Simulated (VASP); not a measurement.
# AgB4 in VASP: density of states with PBE

Aim: the density of states of AgB4 with PBE.

Program: VASP 6.6.1. These are calculated values, not measurements. Logs are shortened: lines on timing, memory, paths and dates and some standing lists are left out, and cuts for length are marked.

## Step 1: Starting point

The cell holds a sheet with vacuum, 5 atoms: a = 2.976 Å, b = 2.976 Å, c = 31.531 Å, α = 90.00°, β = 90.00°, γ = 120.00°.

The cell was built by a generator and needn't be a form met in nature.

## Step 2: Density of states, PBE

POSCAR

```
AgB4
1.0
    2.9764720036     -0.0000000028      0.0000000000
   -1.4882359994      2.5777003701      0.0000000000
    0.0000000000      0.0000000000     31.5305476581
Ag B
1 4
Direct
    0.0000000000      0.0000000000      0.2854374779
    0.3333333333      0.6666666667      0.2223444193
    0.6666666667      0.3333333333      0.2223444193
    0.3333333333      0.6666666667      0.3485305364
    0.6666666667      0.3333333333      0.3485305364
```

INCAR.step1

```
  PREC = Accurate
  ENCUT = 520
  EDIFF = 1E-7
  ISMEAR = 0
  SIGMA = 0.1
  LREAL = F
  LASPH = T
  NELM = 100
  ALGO = Fast
  ISIF = 2
  LWAVE = F
  LCHARG = T
  LMAXMIX = 4
  LDIPOL = T
  IDIPOL = 3
  DIPOL = 0.5 0.5 0.285
  GGA = PE
  NBANDS = 20
```

KPOINTS.step1

```
Automatic mesh
0
Gamma
  12 12 1
```

INCAR.step2

```
  PREC = Accurate
  ENCUT = 520
  EDIFF = 1E-7
  ISMEAR = -5
  SIGMA = 0.1
  LREAL = F
  LASPH = T
  NELM = 100
  ALGO = Fast
  ISIF = 2
  LWAVE = F
  LCHARG = F
  LMAXMIX = 4
  LDIPOL = T
  IDIPOL = 3
  DIPOL = 0.5 0.5 0.285
  GGA = PE
  LORBIT = 10
  NEDOS = 1001
  ICHARG = 11
```

KPOINTS.step2

```
Automatic mesh
0
Gamma
  18 18 1
```

Potentials or basis: VASP PAW PBE potentials, release 64 (Ag, B).

The run is started by

```console
$ cat potpaw_PBE.64/Ag/POTCAR potpaw_PBE.64/B/POTCAR > POTCAR
$ cp INCAR.step1 INCAR
$ cp KPOINTS.step1 KPOINTS
$ mpirun -np 1 vasp_std > vasp.out
$ cp INCAR.step2 INCAR
$ cp KPOINTS.step2 KPOINTS
$ mpirun -np 1 vasp_std > vasp.out
```

OUTCAR:

```text
PREC = Accurate
   ENCUT = 520
   EDIFF = 1E-7
   ISMEAR = -5
   LREAL = F
   LASPH = T
   NELM = 100
   ISIF = 2
   GGA = PE
   LORBIT = 10
   ICHARG = 11

 ion  position               nearest neighbor table
   1  0.000  0.000  0.285-   4 2.63   5 2.63   4 2.63   5 2.63   5 2.63   4 2.63   2 2.63   3 2.63
                             2 2.63   3 2.63   2 2.63   3 2.63
   2  0.333  0.667  0.222-   3 1.72   3 1.72   3 1.72   1 2.63   1 2.63   1 2.63
   3  0.667  0.333  0.222-   2 1.72   2 1.72   2 1.72   1 2.63   1 2.63   1 2.63
   4  0.333  0.667  0.349-   5 1.72   5 1.72   5 1.72   1 2.63   1 2.63   1 2.63
   5  0.667  0.333  0.349-   4 1.72   4 1.72   4 1.72   1 2.63   1 2.63   1 2.63

  LATTYP: Found a hexagonal cell.
 ALAT       =     2.9764720036
 C/A-ratio  =    10.5932619625

  Lattice vectors:

 A1 = (   2.9764720036,  -0.0000000028,   0.0000000000)
 A2 = (  -1.4882359994,   2.5777003701,   0.0000000000)
 A3 = (   0.0000000000,   0.0000000000,  31.5305476581)

Analysis of symmetry for initial positions (statically):
=====================================================================
 Subroutine PRICEL returns:
 Original cell was already a primitive cell.

 Routine SETGRP: Setting up the symmetry group for a
 hexagonal supercell.

 Subroutine GETGRP returns: Found 24 space group operations
 (whereof 12 operations were pure point group operations)
 out of a pool of 24 trial point group operations.

The static configuration has the point symmetry C_6v.
 The point group associated with its full space group is D_6h.

Analysis of symmetry for dynamics (positions and initial velocities):
=====================================================================
 Subroutine PRICEL returns:
 Original cell was already a primitive cell.

 Routine SETGRP: Setting up the symmetry group for a
 hexagonal supercell.

 Subroutine GETGRP returns: Found 24 space group operations
 (whereof 12 operations were pure point group operations)
 out of a pool of 24 trial point group operations.

The dynamic configuration has the point symmetry C_6v.
 The point group associated with its full space group is D_6h.

 Subroutine INISYM returns: Found 24 space group operations
 (whereof 12 operations are pure point group operations),
 and found     1 'primitive' translations

----------------------------------------------------------------------------------------

                                     Primitive cell

  volume of cell :     241.9166

  direct lattice vectors                    reciprocal lattice vectors
     2.976472004 -0.000000003  0.000000000     0.335968220  0.193971342  0.000000000
    -1.488235999  2.577700370  0.000000000     0.000000000  0.387942684  0.000000000
     0.000000000  0.000000000 31.530547658     0.000000000  0.000000000  0.031715275

  length of vectors
     2.976472004  2.976472004 31.530547658     0.387942684  0.387942684  0.031715275

  position of ions in fractional coordinates (direct lattice)
     0.000000000  0.000000000  0.285437478
     0.333333333  0.666666667  0.222344419
     0.666666667  0.333333333  0.222344419
     0.333333333  0.666666667  0.348530536
     0.666666667  0.333333333  0.348530536

  ion indices of the primitive-cell ions
   primitive index   ion index
                 1           1
                 2           2
                 3           3
                 4           4
                 5           5

----------------------------------------------------------------------------------------

 KPOINTS: Automatic mesh

Automatic generation of k-mesh.
 Grid dimensions read from file:
 generate k-points for:   18   18    1

 Generating k-lattice:

  Cartesian coordinates                     Fractional coordinates (reciprocal lattice)
     0.018664901  0.010776186  0.000000000     0.055555556  0.000000000  0.000000000
     0.000000000  0.021552371  0.000000000     0.000000000  0.055555556  0.000000000
     0.000000000  0.000000000  0.031715275     0.000000000  0.000000000  1.000000000

  Length of vectors
     0.021552371  0.021552371  0.031715275

  Shift w.r.t. Gamma in fractional coordinates (k-lattice)
     0.000000000  0.000000000  0.000000000

 TETIRR: Found    169 inequivalent tetrahedra from     1944

 Subroutine IBZKPT returns following result:
 ===========================================

 Found     37 irreducible k-points:

 Following reciprocal coordinates:
            Coordinates               Weight
  0.000000  0.000000  0.000000      1.000000
  0.055556  0.000000  0.000000      6.000000
  0.111111  0.000000  0.000000      6.000000
  0.166667  0.000000  0.000000      6.000000
  0.222222  0.000000  0.000000      6.000000
  0.277778 -0.000000  0.000000      6.000000
[... 16 lines left out ...]
  0.333333  0.111111  0.000000     12.000000
  0.388889  0.111111  0.000000     12.000000
 [... further k-points ...]
   k-points           NKPTS =     37   k-points in BZ     NKDIM =     37   number of bands    NBANDS=     15
   number of dos      NEDOS =   1001   number of ions     NIONS =      5
   total plane-waves  NPLWV = 138240
   dimension x,y,z NGX =    24 NGY =   24 NGZ =  240
   dimension x,y,z NGXF=    48 NGYF=   48 NGZF=  480
   ions per type =               1   4
   NGX,Y,Z   is equivalent  to a cutoff of  13.40, 13.40, 12.65 a.u.
   NGXF,Y,Z  is equivalent  to a cutoff of  26.81, 26.81, 25.31 a.u.
 SYSTEM =  unknown system
   PREC   = accura    normal or accurate (medium, high low for compatibility)
   ISTART =      0    job   : 0-new  1-cont  2-samecut
   ICHARG =     11    charge: 1-file 2-atom 10-const
   ISPIN  =      1    spin polarized calculation?
   LNONCOLLINEAR =      F non collinear calculations
   LSORBIT =      F    spin-orbit coupling
   LASPH  =      T    aspherical Exc in radial PAW
   ENCUT  =  520.0 eV  38.22 Ry    6.18 a.u.   5.53  5.53 58.63*2*pi/ulx,y,z
   NELM   =    100;   NELMIN=  2; NELMDL=  0     # of ELM steps
   EDIFF  = 0.1E-06   stopping-criterion for ELM
   LREAL  =      F    real-space projection
   EDIFFG = 0.1E-05   stopping-criterion for IOM
   NSW    =      0    number of steps for IOM
   IBRION =     -1    ionic relax: 0-MD 1-quasi-New 2-CG
   NFREE  =      0    steps in history (QN), initial steepest desc. (CG)
   ISIF   =      2    stress and relaxation
   ISYM   =      2    0-nonsym 1-usesym 2-fastsym
   POTIM  = 0.5000    time-step for ionic-motion
   TEBEG  =    0.0;   TEEND  =   0.0 temperature during run
   PSTRESS=    0.0 pullay stress
   NELECT =      23.0000    total number of electrons
   NUPDOWN=      -1.0000    fix difference up-down
   EMIN   =  10.00;   EMAX   =-10.00  energy-range for DOS
   EFERMI =   0.00;   METHOD = LEGACY
   ISMEAR =    -5;   SIGMA  =   0.10  broadening in eV -4-tet -1-fermi 0-gaus
   EFERMI_NEDOS =   21; number of points for ismear=-14 and -15
   IALGO  =     68    algorithm
   IMIX   =      4    mixing-type and parameters
     AMIX     =   0.40;   BMIX     =  1.00
     AMIX_MAG =   1.60;   BMIX_MAG =  1.00
  volume/ion in A,a.u.               =      48.38       326.51
  Fermi-wavevector in a.u.,A,eV,Ry     =   0.747186  1.411977  7.595959  0.558287
  Thomas-Fermi vector in A             =   1.843182
   LORBIT       =     10    0 simple, 1 ext, 2 COOP (PROOUT), +10 PAW based schemes
   GGA     = PE    functional components
   LHFCALC =     F    Hartree Fock is set to
   AEXX    =    0.0000 exact exchange contribution
   IVDW    =     0    specifies the selected vdW correction
   LEPSILON=     F    determine dielectric tensor
   LRPA    =     F    only Hartree local field effects (RPA)
 non-spin polarized calculation
 RMM-DIIS sequential band-by-band and
 Fermi weights with tetrahedron method with Bloechl corrections
  energy-cutoff  :      520.00
  volume of cell :      241.92
 maximum number of plane-waves:      6621
 NGX is ok and might be reduce to    24

 number of electron      23.0000003 magnetization

 dipolmoment           0.000000      0.000000      0.000158 electrons x Angstroem

 Free energy of the ion-electron system (eV)
  ---------------------------------------------------
  ext. energy  EPLUGINS =         0.00000000
  ---------------------------------------------------
  free energy    TOTEN  =       -25.76910261 eV

  energy without entropy =      -25.76910261  energy(sigma->0) =      -25.76910261

 E-fermi :  -3.3463     XC(G=0):  -2.8053

 val. band max:       -3.3862589500   @ k =   0.3333   0.0000   0.0000
 cond. band min:      -3.3344946575   @ k =   0.1667   0.0000   0.0000
 fundamental gap:      0.0517642925
 Fermi energy:        -3.3463481345

 k-point     1 :       0.0000    0.0000    0.0000
  band No.  band energies     occupation
      1     -14.8125      2.00000
      2     -14.0270      2.00000
      3      -9.6411      2.00000
      4      -8.2807      2.00000
      5      -8.2807      2.00000
      6      -7.4669      2.00000
      7      -7.4669      2.00000
      8      -7.4445      2.00000
      9      -6.2077      2.00000
     10      -1.8677      0.00000
     11      -1.8677      0.00000
     12      -1.6888      0.00000
     13      -1.6887      0.00000
     14       0.5898      0.00000
     15       1.9388      0.00000
[... 397 lines left out ...]
 k-point    24 :       0.3889    0.1111    0.0000
  band No.  band energies     occupation
      1     -11.4968      2.00000
      2     -11.2940      2.00000
      3      -9.8841      2.00000
      4      -9.4133      2.00000
      5      -8.8711      2.00000
      6      -8.0815      2.00000
      7      -7.0161      2.00000
      8      -6.9763      2.00000
      9      -6.5323      2.00000
     10      -5.0027      2.00000
     11      -4.3370      2.00000
     12      -4.0822      2.00000
     13      -1.2526      0.00000
     14      -0.2261      0.00000
     15       0.9463      0.00000

 [... further k-points ...]

------------------------ aborting loop because EDIFF is reached ----------------------------------------

 vacuum level on the upper side and lower side of the slab       (xc-potential included)        -0.020        -0.023

  FORCE on cell =-STRESS in cart. coord.  units (eV):
  Direction    XX          YY          ZZ          XY          YZ          ZX
  --------------------------------------------------------------------------------------
  -------------------------------------------------------------------------------------
  Total       -0.0759433     -0.0759433     -0.2440177      0.0000000      0.0000000     -0.0000000
  in kB       -0.5029610     -0.5029610     -1.6160926      0.0000000      0.0000000     -0.0000000
  external PRESSURE =      -0.8740048 kB  Pullay stress =       0.0000000 kB

 VOLUME and BASIS-vectors are now :
 -----------------------------------------------------------------------------
  energy-cutoff  :      520.00
  volume of cell :      241.92
      direct lattice vectors                 reciprocal lattice vectors
     2.976472004 -0.000000003  0.000000000     0.335968220  0.193971342  0.000000000
    -1.488235999  2.577700370  0.000000000     0.000000000  0.387942684  0.000000000
     0.000000000  0.000000000 31.530547658     0.000000000  0.000000000  0.031715275

 POSITION                                       TOTAL-FORCE (eV/Angst)
 -----------------------------------------------------------------------------------
      0.00000      0.00000      9.00000         0.000000      0.000000     -0.000000
      0.00000      1.71847      7.01064         0.000000     -0.000000      0.013572
      1.48824      0.85923      7.01064        -0.000000      0.000000      0.013572
      0.00000      1.71847     10.98936         0.000000     -0.000000     -0.013572
      1.48824      0.85923     10.98936        -0.000000      0.000000     -0.013572
 -----------------------------------------------------------------------------------
    total drift:                               -0.000000     -0.000000      0.033535

  FREE ENERGIE OF THE ION-ELECTRON SYSTEM (eV)
  ---------------------------------------------------
  free  energy   TOTEN  =       -25.7691026119 eV

  energy  without entropy=      -25.7691026119  energy(sigma->0) =      -25.76910261

 vacuum level on the upper side and lower side of the slab         2.308         2.304

 total charge

# of ion       s       p       d       tot
------------------------------------------
    1        0.369   0.377   9.113   9.859
    2        0.755   1.113   0.000   1.868
    3        0.755   1.113   0.000   1.868
    4        0.755   1.113   0.000   1.868
    5        0.755   1.113   0.000   1.868
--------------------------------------------------
tot          3.389   4.827   9.113  17.330
```

Wall time 2 min (1 thread of Intel Xeon 6975P-C (Granite Rapids), shared host); peak memory 0.41 GiB.

Results:

```yaml
Valence_electrons_inside_the_program's_atomic_spheres: Ag 9.86; B 1.87
```

Levels at points of the mesh, in eV from the Fermi level:
```csv
k point,band 8,band 9,band 10,band 11,band 12,band 13,band 14,band 15
"(0.00, 0.00, 0.00)",-4.10,-2.86,1.48,1.48,1.66,1.66,3.94,5.29
"(0.50, 0.00, 0.00)",-3.40,-3.12,-1.14,-0.75,-0.37,2.50,2.60,3.57
```

States per cell in windows of 0.5 eV (zero at the Fermi level; states under -8 eV left out):
```
from (eV)  total  Ag1_d  B2_p  B3_p  B4_p  B5_p  Ag1_s
     -8.0   0.52   0.10  0.02  0.02  0.02  0.02   0.01
     -7.5   0.29   0.05  0.01  0.01  0.01  0.01   0.01
     -7.0   0.42   0.10  0.01  0.01  0.01  0.01   0.01
     -6.5   1.15   0.44  0.04  0.04  0.04  0.04   0.02
     -6.0   1.77   1.10  0.04  0.04  0.04  0.04   0.04
     -5.5   2.13   1.47  0.05  0.05  0.05  0.05   0.01
     -5.0   2.45   1.77  0.06  0.06  0.06  0.06   0.00
     -4.5   1.31   1.08  0.02  0.02  0.02  0.02   0.00
     -4.0   2.02   1.31  0.05  0.05  0.05  0.05   0.03
     -3.5   1.46   0.69  0.06  0.06  0.06  0.06   0.02
     -3.0   1.15   0.36  0.08  0.08  0.08  0.08   0.02
     -2.5   1.17   0.23  0.10  0.10  0.10  0.10   0.03
     -2.0   1.16   0.14  0.12  0.12  0.12  0.12   0.02
     -1.5   1.16   0.10  0.14  0.14  0.14  0.14   0.02
     -1.0   1.17   0.10  0.15  0.15  0.15  0.15   0.01
     -0.5   0.91   0.08  0.12  0.12  0.12  0.12   0.01
      0.0   0.93   0.10  0.13  0.13  0.13  0.13   0.00
      0.5   0.70   0.06  0.10  0.10  0.10  0.10   0.00
      1.0   0.55   0.04  0.08  0.08  0.08  0.08   0.00
      1.5   0.25   0.03  0.03  0.03  0.03  0.03   0.00
      2.0   0.35   0.05  0.03  0.03  0.03  0.03   0.00
      2.5   0.43   0.06  0.03  0.03  0.03  0.03   0.04
      3.0   0.34   0.04  0.03  0.03  0.03  0.03   0.03
      3.5   0.38   0.03  0.03  0.03  0.03  0.03   0.02
      4.0   0.73   0.05  0.05  0.05  0.05  0.05   0.06
      4.5   0.65   0.04  0.05  0.05  0.05  0.05   0.07
      5.0   0.61   0.03  0.04  0.04  0.04  0.04   0.07
      5.5   0.50   0.02  0.03  0.03  0.03  0.03   0.02
      6.0   0.32   0.01  0.01  0.01  0.01  0.01   0.00
      6.5   0.23   0.01  0.01  0.01  0.01  0.01   0.00
      7.0   0.00   0.00  0.00  0.00  0.00  0.00   0.00
      7.5   0.00   0.00  0.00  0.00  0.00  0.00   0.00
```

Caveat: tetrahedron occupations give inexact forces and stress in metals.
